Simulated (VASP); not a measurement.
Data:

```
TiN
1.0
    0.00000     2.14341     2.14341
    2.14341     0.00000     2.14341
    2.14341     2.14341     0.00000
Ti N
1 1
Cartesian
  0.00000   0.00000   0.00000
  2.14341   2.14341   2.14341
```

Level of theory: TPSS meta-GGA, VASP's PBE PAW potentials (set 64) (plane waves; VASP). Run with 520 eV cut-off, 15×15×15 Γ-centred mesh, first-order Methfessel-Paxton smearing of 0.10 eV, potentials Ti_sv N.

### Question
Give the stress tensor in GPa (positive for a compressed cell).

### Answer

```
-7.95   0.00   0.00
 0.00  -7.95   0.00
 0.00   0.00  -7.95
```
The pressure is its mean diagonal, -7.95 GPa.

The compound is TiN in the rock salt structure. This cell is one point of a volume scan, at 1.03 of the reference volume. The electron count is odd and the run is not spin-polarised, which forces a metal.
